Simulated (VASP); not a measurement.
VASP ran on this input.

**POSCAR**
```
Se
1.0
  2.2384950254  -3.8771871008   0.0000000000
  2.2384950254   3.8771871008   0.0000000000
  0.0000000000   0.0000000000   5.0540670273
Se
3
Cartesian
  0.4960255471   0.8591414460   3.3693797029
  3.4849389565  -0.0000000000   0.0000000000
  0.4960255471  -0.8591414460   1.6846873244
```

### KPOINTS
```
Regular mesh
0
gamma
 6 6 4
0 0 0
```

### INCAR
```
# general
SYSTEM   =  Se
PREC     =  Accurate
ENCUT    =  480   # plane-wave cut-off (eV)
LREAL    =  .FALSE.   # projection in real space or not
LASPH    =  .TRUE.   # aspherical one-centre terms

# electronic loop
EDIFF    =  1E-7   # SCF stop (eV)
NELM     =  100
ALGO     =  Normal
LMAXMIX  =  4   # l cut-off of mixed one-centre charges

# smearing
ISMEAR   =  0
SIGMA    =  0.05   # width (eV)

# functional
GGA      =  PE   # PBE

# ions
IBRION   =  2   # conjugate gradients
NSW      =  40
ISIF     =  3   # ions, shape and volume
EDIFFG   =  -0.01
PSTRESS  =  100   # kbar

# output
LWAVE    =  .FALSE.
LCHARG   =  .FALSE.
```

POTCAR, in this order: Se (PBE.64 set). Program: vasp_std.

Task: Translate this PBE calculation to Quantum ESPRESSO's pw.x.

Result: One equivalent input (not run):
```
&CONTROL
  calculation = 'vc-relax'
  pseudo_dir = './pseudo'
  outdir = './out'
  tprnfor = .true.
  tstress = .true.
  nstep = 40
  forc_conv_thr = 0.00039
/
&SYSTEM
  ibrav = 0
  nat = 3
  ntyp = 1
  ecutwfc = 86
  occupations = 'smearing'
  smearing = 'gaussian'
  degauss = 0.003675
  input_dft = 'pbe'
/
&ELECTRONS
  conv_thr = 7.3e-09
  electron_maxstep = 100
/
&IONS
/
&CELL
  press = 100
/
ATOMIC_SPECIES
  Se 78.971 Se.upf
CELL_PARAMETERS angstrom
     2.2384950   -3.8771871    0.0000000
     2.2384950    3.8771871    0.0000000
     0.0000000    0.0000000    5.0540670
ATOMIC_POSITIONS crystal
  Se   0.0000000  0.2215889  0.6666670
  Se   0.7784111  0.7784111  0.0000000
  Se   0.2215889  0.0000000  0.3333330
K_POINTS automatic
  6 6 4 0 0 0
```
The two are equivalent in intent, not identical: the potentials are each code's own (VASP's PAW set, PseudoDojo norm-conserving files in pw.x), so ENCUT and ecutwfc are chosen apart and not converted; conv_thr bounds pw.x's estimated SCF error, while EDIFF bounds the energy change between steps; forc_conv_thr acts on force components and is met together with etot_conv_thr.

The compound is Se in the trig structure. This run relaxes it under an external pressure of 10 GPa. Symmetry was kept, so distortions that lower it aren't found.
